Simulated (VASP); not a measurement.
Input:

```xyz
2
Lattice="1.5785 -2.7340 0.0000 1.5785 2.7340 0.0000 0.0000 0.0000 4.9916" Properties=species:S:1:pos:R:3 pbc="T T T"
Hf     1.5785     0.9114     1.2479
Hf     1.5785    -0.9114     3.7437
```

Method: PBEsol GGA, VASP's PBE PAW potentials (set 64) (plane waves; VASP). Settings: 500 eV cut-off, 13×13×7 Γ-centred mesh, first-order Methfessel-Paxton smearing of 0.10 eV, potentials Hf_pv.

Energy and stress use the plane-wave basis of the starting cell.

The ions, cell shape and volume at an external pressure of 5.0 GPa are relaxed. Give the cell that the relaxation ends in.

```xyz
2
Lattice="1.5557 -2.6946 0.0000 1.5557 2.6946 0.0000 0.0000 0.0000 4.9340" Properties=species:S:1:pos:R:3 pbc="T T T"
Hf     1.5557     0.8982     1.2335
Hf     1.5557    -0.8982     3.7005
```
Space group P6_3/mmc (194), at a tolerance of 0.03 Å.

How do energy and volume change from the first to the last step?

The energy (σ→0) changes by +13.3 meV/atom and the volume by -4.0 %, in 5 ionic steps.

The compound is Hf in the hcp structure. This run relaxes it under an external pressure of 5 GPa. Symmetry was kept, so distortions that lower it aren't found.
